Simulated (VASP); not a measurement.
Input:

```
CELL_PARAMETERS angstrom
      0.00000     3.02500     3.02500
      3.02500     0.00000     3.02500
      3.02500     3.02500     0.00000
ATOMIC_POSITIONS crystal
  Cd 0.00000 0.00000 0.00000
  Se 0.25000 0.25000 0.25000
```

Computed with PBE GGA, VASP's PBE PAW potentials (set 64) (plane waves; VASP 6.6.1). Run with 300 eV cut-off, 9×9×9 Γ-centred mesh, Fermi-Dirac smearing of 0.050 eV, potentials Cd Se.

Task: Give the energies of bands 7 to 11 at the high-symmetry points, in eV from the valence-band maximum.

Result: 
```
band     Γ      X      U      L      W
----  ----  -----  -----  -----  -----
7     0.00  -4.16  -4.10  -4.49  -4.07
8     0.00  -1.91  -2.60  -0.77  -2.30
9     0.00  -1.91  -1.57  -0.77  -2.29
10    0.64   3.11   3.71   2.41   5.10
11    5.93   3.77   5.20   6.44   5.21
```

The gap is direct, 0.64 eV, from the valence maximum at Γ to the conduction minimum at Γ.

The structure is a typed CdSe crystal (F-43m). The cell was not relaxed at this level.
